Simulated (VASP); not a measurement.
# Sn3P2 (P-3m1) in VASP: density of states with PBE

Aim: the density of states of Sn3P2 with PBE.

All numbers are computed with VASP 6.6.1; they aren't measurements. Logs are shortened: lines on timing, memory, paths and dates and some standing lists are left out, and cuts for length are marked.

**1. The structure**

It takes space group P-3m1 (No. 164, trigonal). The conventional cell has a = 3.987 Å, b = 3.987 Å, c = 9.016 Å, α = 90.00°, β = 90.00°, γ = 120.00°. Around Sn (site symmetry 3m) lie 3 P at 2.72 Å. Sn (site symmetry -3m) is surrounded by 6 P at 2.88 Å. P (site symmetry 3m) has 6 Sn at 2.72 to 2.88 Å as nearest neighbours.

The cell was built by a generator and needn't be a form met in nature.

**2. Density of states, PBE**

Input file POSCAR:

```
Sn3P2
1.0
    3.9871380000      0.0000000000      0.0000000000
   -1.9935690000      3.4529630000      0.0000000000
    0.0000000000      0.0000000000      9.0164700000
Sn P
3 2
Direct
    0.6666670000      0.3333330000      0.3541390000
    0.3333330000      0.6666670000      0.6458610000
    0.0000000000      0.0000000000      0.0000000000
    0.3333330000      0.6666670000      0.1924620000
    0.6666670000      0.3333330000      0.8075380000
```

Input file INCAR.step1:

```
PREC = Accurate
ENCUT = 520
EDIFF = 1E-6
ISMEAR = 0
SIGMA = 0.1
LREAL = F
LASPH = T
NELM = 80
ALGO = Normal
ISIF = 2
LWAVE = F
LCHARG = T
GGA = PE
KPAR = 2
```

Input file KPOINTS.step1:

```
regular mesh
0
Gamma
  8 8 4
```

Input file INCAR.step2:

```
PREC = Accurate
ENCUT = 520
EDIFF = 1E-6
ISMEAR = -5
SIGMA = 0.1
LREAL = F
LASPH = T
NELM = 80
ALGO = Normal
ISIF = 2
LWAVE = F
LCHARG = F
GGA = PE
LORBIT = 11
KPAR = 2
NEDOS = 2001
ICHARG = 11
```

Input file KPOINTS.step2:

```
regular mesh
0
Gamma
  12 12 6
```

Potentials or basis: VASP PAW PBE potentials, release 64 (Sn_d, P).

On the command line:

```bash
cat potpaw_PBE.64/Sn_d/POTCAR potpaw_PBE.64/P/POTCAR > POTCAR
cp INCAR.step1 INCAR
cp KPOINTS.step1 KPOINTS
mpirun -np 2 vasp_std > vasp.out
cp INCAR.step2 INCAR
cp KPOINTS.step2 KPOINTS
mpirun -np 2 vasp_std > vasp.out
```

OUTCAR:

```text
PREC = Accurate
   ENCUT = 520
   EDIFF = 1E-6
   ISMEAR = -5
   LREAL = F
   LASPH = T
   NELM = 80
   ISIF = 2
   GGA = PE
   LORBIT = 11
   ICHARG = 11

 ion  position               nearest neighbor table
   1  0.667  0.333  0.354-   4 2.72   4 2.72   4 2.72   2 3.50   2 3.50   2 3.50
   2  0.333  0.667  0.646-   5 2.72   5 2.72   5 2.72   1 3.50   1 3.50   1 3.50
   3  0.000  0.000  0.000-   4 2.88   5 2.88   5 2.88   4 2.88   5 2.88   4 2.88
   4  0.333  0.667  0.192-   1 2.72   1 2.72   1 2.72   3 2.88   3 2.88   3 2.88
   5  0.667  0.333  0.808-   2 2.72   2 2.72   2 2.72   3 2.88   3 2.88   3 2.88

  LATTYP: Found a hexagonal cell.
 ALAT       =     3.9871380000
 C/A-ratio  =     2.2613889963

  Lattice vectors:

 A1 = (   3.9871380000,   0.0000000000,   0.0000000000)
 A2 = (  -1.9935690000,   3.4529630000,   0.0000000000)
 A3 = (   0.0000000000,   0.0000000000,   9.0164700000)

Analysis of symmetry for initial positions (statically):
=====================================================================
 Subroutine PRICEL returns:
 Original cell was already a primitive cell.

 Routine SETGRP: Setting up the symmetry group for a
 hexagonal supercell.

 Subroutine GETGRP returns: Found 12 space group operations
 (whereof 12 operations were pure point group operations)
 out of a pool of 24 trial point group operations.

The static configuration has the point symmetry D_3d.

Analysis of symmetry for dynamics (positions and initial velocities):
=====================================================================
 Subroutine PRICEL returns:
 Original cell was already a primitive cell.

 Routine SETGRP: Setting up the symmetry group for a
 hexagonal supercell.

 Subroutine GETGRP returns: Found 12 space group operations
 (whereof 12 operations were pure point group operations)
 out of a pool of 24 trial point group operations.

The dynamic configuration has the point symmetry D_3d.

 Subroutine INISYM returns: Found 12 space group operations
 (whereof 12 operations are pure point group operations),
 and found     1 'primitive' translations

----------------------------------------------------------------------------------------

                                     Primitive cell

  volume of cell :     124.1337

  direct lattice vectors                    reciprocal lattice vectors
     3.987138000  0.000000000  0.000000000     0.250806468  0.144803173  0.000000000
    -1.993569000  3.452963000  0.000000000     0.000000000  0.289606347  0.000000000
     0.000000000  0.000000000  9.016470000     0.000000000  0.000000000  0.110908149

  length of vectors
     3.987138000  3.987138176  9.016470000     0.289606360  0.289606347  0.110908149

  position of ions in fractional coordinates (direct lattice)
     0.666667000  0.333333000  0.354139000
     0.333333000  0.666667000  0.645861000
     0.000000000  0.000000000  0.000000000
     0.333333000  0.666667000  0.192462000
     0.666667000  0.333333000  0.807538000

  ion indices of the primitive-cell ions
   primitive index   ion index
                 1           1
                 2           2
                 3           3
                 4           4
                 5           5

----------------------------------------------------------------------------------------

 KPOINTS: regular mesh

Automatic generation of k-mesh.
 Grid dimensions read from file:
 generate k-points for:   12   12    6

 Generating k-lattice:

  Cartesian coordinates                     Fractional coordinates (reciprocal lattice)
     0.020900539  0.012066931  0.000000000     0.083333333  0.000000000  0.000000000
     0.000000000  0.024133862  0.000000000     0.000000000  0.083333333  0.000000000
     0.000000000  0.000000000  0.018484692     0.000000000  0.000000000  0.166666667

  Length of vectors
     0.024133863  0.024133862  0.018484692

  Shift w.r.t. Gamma in fractional coordinates (k-lattice)
     0.000000000  0.000000000  0.000000000

 TETIRR: Found   1229 inequivalent tetrahedra from     5184

 Subroutine IBZKPT returns following result:
 ===========================================

 Found    100 irreducible k-points:

 Following reciprocal coordinates:
            Coordinates               Weight
  0.000000  0.000000  0.000000      1.000000
  0.083333  0.000000  0.000000      6.000000
  0.166667  0.000000  0.000000      6.000000
  0.250000  0.000000  0.000000      6.000000
  0.333333  0.000000  0.000000      6.000000
  0.416667  0.000000  0.000000      6.000000
[... 16 lines left out ...]
  0.166667  0.000000  0.166667      6.000000
  0.000000  0.166667  0.166667      6.000000
 [... further k-points ...]
   k-points           NKPTS =    100   k-points in BZ     NKDIM =    100   number of bands    NBANDS=     31
   number of dos      NEDOS =   2001   number of ions     NIONS =      5
   total plane-waves  NPLWV =  63000
   dimension x,y,z NGX =    30 NGY =   30 NGZ =   70
   dimension x,y,z NGXF=    60 NGYF=   60 NGZF=  140
   ions per type =               3   2
   NGX,Y,Z   is equivalent  to a cutoff of  12.51, 12.51, 12.91 a.u.
   NGXF,Y,Z  is equivalent  to a cutoff of  25.02, 25.02, 25.81 a.u.
 SYSTEM =  unknown system
   PREC   = accura    normal or accurate (medium, high low for compatibility)
   ISTART =      0    job   : 0-new  1-cont  2-samecut
   ICHARG =     11    charge: 1-file 2-atom 10-const
   ISPIN  =      1    spin polarized calculation?
   LNONCOLLINEAR =      F non collinear calculations
   LSORBIT =      F    spin-orbit coupling
   LASPH  =      T    aspherical Exc in radial PAW
   ENCUT  =  520.0 eV  38.22 Ry    6.18 a.u.   7.41  7.41 16.76*2*pi/ulx,y,z
   NELM   =     80;   NELMIN=  2; NELMDL=  0     # of ELM steps
   EDIFF  = 0.1E-05   stopping-criterion for ELM
   LREAL  =      F    real-space projection
   EDIFFG = 0.1E-04   stopping-criterion for IOM
   NSW    =      0    number of steps for IOM
   IBRION =     -1    ionic relax: 0-MD 1-quasi-New 2-CG
   NFREE  =      0    steps in history (QN), initial steepest desc. (CG)
   ISIF   =      2    stress and relaxation
   ISYM   =      2    0-nonsym 1-usesym 2-fastsym
   POTIM  = 0.5000    time-step for ionic-motion
   TEBEG  =    0.0;   TEEND  =   0.0 temperature during run
   PSTRESS=    0.0 pullay stress
   NELECT =      52.0000    total number of electrons
   NUPDOWN=      -1.0000    fix difference up-down
   EMIN   =  10.00;   EMAX   =-10.00  energy-range for DOS
   EFERMI =   0.00;   METHOD = LEGACY
   ISMEAR =    -5;   SIGMA  =   0.10  broadening in eV -4-tet -1-fermi 0-gaus
   EFERMI_NEDOS =   21; number of points for ismear=-14 and -15
   IALGO  =     38    algorithm
   IMIX   =      4    mixing-type and parameters
     AMIX     =   0.40;   BMIX     =  1.00
     AMIX_MAG =   1.60;   BMIX_MAG =  1.00
  volume/ion in A,a.u.               =      24.83       167.54
  Fermi-wavevector in a.u.,A,eV,Ry     =   1.224934  2.314790 20.415044  1.500463
  Thomas-Fermi vector in A             =   2.359990
   LORBIT       =     11    0 simple, 1 ext, 2 COOP (PROOUT), +10 PAW based schemes
   GGA     = PE    functional components
   LHFCALC =     F    Hartree Fock is set to
   AEXX    =    0.0000 exact exchange contribution
   IVDW    =     0    specifies the selected vdW correction
   LEPSILON=     F    determine dielectric tensor
   LRPA    =     F    only Hartree local field effects (RPA)
 non-spin polarized calculation
 Fermi weights with tetrahedron method with Bloechl corrections
  energy-cutoff  :      520.00
  volume of cell :      124.13
 maximum number of plane-waves:      3375
 NGX is ok and might be reduce to    30

 number of electron      51.9999991 magnetization

 Free energy of the ion-electron system (eV)
  ---------------------------------------------------
  ext. energy  EPLUGINS =         0.00000000
  ---------------------------------------------------
  free energy    TOTEN  =       -22.31766224 eV

  energy without entropy =      -22.31766224  energy(sigma->0) =      -22.31766224

 E-fermi :   7.2626     XC(G=0):  -9.9686

 val. band max:        7.3459359439   @ k =   0.0833   0.0000   0.0000
 cond. band min:       7.1911352690   @ k =   0.0000   0.4167   0.1667
 fundamental gap:     -0.1548006749
 Fermi energy:         7.2625823452

 k-point     1 :       0.0000    0.0000    0.0000
  band No.  band energies     occupation
      1     -14.4875      2.00000
      2     -14.4875      2.00000
      3     -14.4768      2.00000
      4     -14.4704      2.00000
      5     -14.4704      2.00000
      6     -14.4404      2.00000
[... 23 lines left out ...]
     30       9.7114      0.00000
     31       9.8096      0.00000

 k-point     2 :       0.0833    0.0000    0.0000
  band No.  band energies     occupation
      1     -14.4886      2.00000
      2     -14.4861      2.00000
      3     -14.4759      2.00000
      4     -14.4709      2.00000
      5     -14.4700      2.00000
      6     -14.4410      2.00000
[... 23 lines left out ...]
     30       9.8311      0.00000
     31      10.1140      0.00000

 k-point     3 :       0.1667    0.0000    0.0000
  band No.  band energies     occupation
      1     -14.4921      2.00000
      2     -14.4831      2.00000
      3     -14.4745      2.00000
      4     -14.4710      2.00000
      5     -14.4681      2.00000
      6     -14.4431      2.00000
[... 703 lines left out ...]
     30       9.9611      0.00000
     31      10.5070      0.00000

 k-point    24 :       0.0000    0.1667    0.1667
  band No.  band energies     occupation
      1     -14.4923      2.00000
      2     -14.4830      2.00000
      3     -14.4749      2.00000
      4     -14.4708      2.00000
      5     -14.4673      2.00000
      6     -14.4425      2.00000
[... 23 lines left out ...]
     30       9.8298      0.00000
     31      10.5134      0.00000

 [... further k-points ...]

------------------------ aborting loop because EDIFF is reached ----------------------------------------

  FORCE on cell =-STRESS in cart. coord.  units (eV):
  Direction    XX          YY          ZZ          XY          YZ          ZX
  --------------------------------------------------------------------------------------
  -------------------------------------------------------------------------------------
  Total       -0.0803370     -0.0803370      0.2431034      0.0000000      0.0000000     -0.0000000
  in kB       -1.0368986     -1.0368987      3.1377028      0.0000000      0.0000000     -0.0000000
  external PRESSURE =       0.3546351 kB  Pullay stress =       0.0000000 kB

 VOLUME and BASIS-vectors are now :
 -----------------------------------------------------------------------------
  energy-cutoff  :      520.00
  volume of cell :      124.13
      direct lattice vectors                 reciprocal lattice vectors
     3.987138000  0.000000000  0.000000000     0.250806468  0.144803173  0.000000000
    -1.993569000  3.452963000  0.000000000     0.000000000  0.289606347  0.000000000
     0.000000000  0.000000000  9.016470000     0.000000000  0.000000000  0.110908149

 POSITION                                       TOTAL-FORCE (eV/Angst)
 -----------------------------------------------------------------------------------
      1.99357      1.15099      3.19308         0.000000      0.000000      0.005993
     -0.00000      2.30198      5.82339        -0.000000     -0.000000     -0.005993
      0.00000      0.00000      0.00000         0.000000      0.000000      0.000000
     -0.00000      2.30198      1.73533         0.000000     -0.000000     -0.056998
      1.99357      1.15099      7.28114        -0.000000      0.000000      0.056998
 -----------------------------------------------------------------------------------
    total drift:                                0.000000     -0.000000      0.000000

  FREE ENERGIE OF THE ION-ELECTRON SYSTEM (eV)
  ---------------------------------------------------
  free  energy   TOTEN  =       -22.3176622392 eV

  energy  without entropy=      -22.3176622392  energy(sigma->0) =      -22.31766224

 total charge

# of ion       s       p       d       tot
------------------------------------------
    1        1.282   0.891   9.988  12.161
    2        1.282   0.891   9.988  12.161
    3        1.311   0.789  10.009  12.108
    4        1.069   1.391   0.000   2.460
    5        1.069   1.391   0.000   2.460
--------------------------------------------------
tot          6.012   5.354  29.984  41.350
```

Wall time 2 min (2 MPI ranks of Intel Xeon Platinum 8375C at 2.90GHz (Ice Lake), shared host); peak memory 0.43 GiB.

What came out:

* Valence electrons inside the program's atomic spheres: Sn 12.16, 12.11; P 2.46

States per cell in windows of 1 eV (zero at the Fermi level; states under -8 eV left out):
```
from (eV)  total  Sn1_p  Sn2_p  P4_p  P5_p  Sn3_p  Sn1_s
     -8.0   2.64   0.02   0.02  0.08  0.08   0.02   0.42
     -7.0   1.83   0.02   0.02  0.06  0.06   0.02   0.26
     -6.0   0.64   0.01   0.01  0.03  0.03   0.02   0.07
     -5.0   1.96   0.10   0.10  0.15  0.15   0.16   0.06
     -4.0   2.69   0.17   0.17  0.26  0.26   0.17   0.04
     -3.0   3.21   0.21   0.21  0.34  0.34   0.17   0.06
     -2.0   2.90   0.20   0.20  0.32  0.32   0.11   0.07
     -1.0   1.41   0.10   0.10  0.11  0.11   0.08   0.06
      0.0   2.09   0.19   0.19  0.08  0.08   0.23   0.05
      1.0   3.17   0.35   0.35  0.09  0.09   0.42   0.04
      2.0   2.91   0.29   0.29  0.16  0.16   0.23   0.03
      3.0   1.76   0.14   0.14  0.11  0.11   0.12   0.01
      4.0   0.02   0.00   0.00  0.00  0.00   0.00   0.00
      5.0   0.00   0.00   0.00  0.00  0.00   0.00   0.00
```

Caveat: tetrahedron occupations give inexact forces and stress in metals.
